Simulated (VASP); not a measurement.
Data:

```cif
data_Al2N2
_chemical_formula_sum 'Al2 N2'
_space_group_name_H-M_alt 'P63mc'
_space_group_IT_number 186
_space_group_name_Hall 'P 6c -2c'
_cell_length_a 3.10569
_cell_length_b 3.10569
_cell_length_c 4.97388
_cell_angle_alpha 90.000
_cell_angle_beta 90.000
_cell_angle_gamma 120.000
loop_
_atom_site_label
_atom_site_type_symbol
_atom_site_symmetry_multiplicity
_atom_site_Wyckoff_symbol
_atom_site_fract_x
_atom_site_fract_y
_atom_site_fract_z
_atom_site_occupancy
Al1 Al 2 b 0.33333 0.66667 0.00007 1
N1 N 2 b 0.33333 0.66667 0.38193 1
```

Method: r2SCAN meta-GGA, VASP's PBE PAW potentials (set 64) (plane waves; VASP). Settings: 600 eV cut-off, 8×8×4 Γ-centred mesh, Gaussian smearing of 0.050 eV, potentials Al N.

Each relaxation starts from this cell; other phases were not tried.

Question: The cell is relaxed at 20 GPa. What happens?

Answer: The volume per atom goes from 10.39 to 9.58 Å³ (-7.7 %), and the cell becomes a = 3.029 Å, b = 3.029 Å, c = 4.823 Å, α = 90.00°, β = 90.00°, γ = 120.00°, space group P6_3mc.

Question: The cell is relaxed at 30 GPa. What happens?

Answer: The volume per atom goes from 10.39 to 9.27 Å³ (-10.8 %), and the cell becomes a = b = 2.9997 Å, c = 4.7575 Å, α = β = 90.00°, γ = 120.00°, space group P6_3mc.

Failed runs are left out, and for metals the shear rows, which the mesh's noise covers.

The compound is AlN in the wurtzite structure.
